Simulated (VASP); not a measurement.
Consider the following.

```
CELL_PARAMETERS angstrom
      4.29925     0.00000    -0.01828
      0.00000     3.95375     0.00000
     -0.05642     0.00000    11.06682
ATOMIC_POSITIONS crystal
  Ge 0.12682 0.00000 0.88757
  Ge 0.61198 0.50000 0.63427
  Ge 0.87983 0.50000 0.11305
  Pb 0.42768 0.00000 0.39290
  Se 0.48670 0.00000 0.12615
  Se 0.99809 0.00000 0.64989
  Se 0.51154 0.50000 0.85619
  Se 0.95737 0.50000 0.33988
```

Level of theory: PBEsol GGA, VASP's PBE PAW potentials (set 64) (plane waves; VASP). Run with 400 eV cut-off, 6×6×3 Γ-centred mesh, tetrahedra with Blöchl corrections, potentials Ge_d Pb_d Se.

The job: Ge3PbSe4 (space group Pm), 8 atoms, PBEsol, static run, 400 eV, 6×6×3 Γ-centred mesh. Roughly how much core time does it take on a busy server core?

About 4 core-minutes (one run on a shared machine, a rough figure). It had 40 irreducible k-points, 48 bands, up to 3440 plane waves and 14 electronic steps.

The structure comes from a computed database's Ge3PbSe4 entry (Pm); how it stands against other phases isn't given here. It was relaxed first, which changed the volume by -11 %.
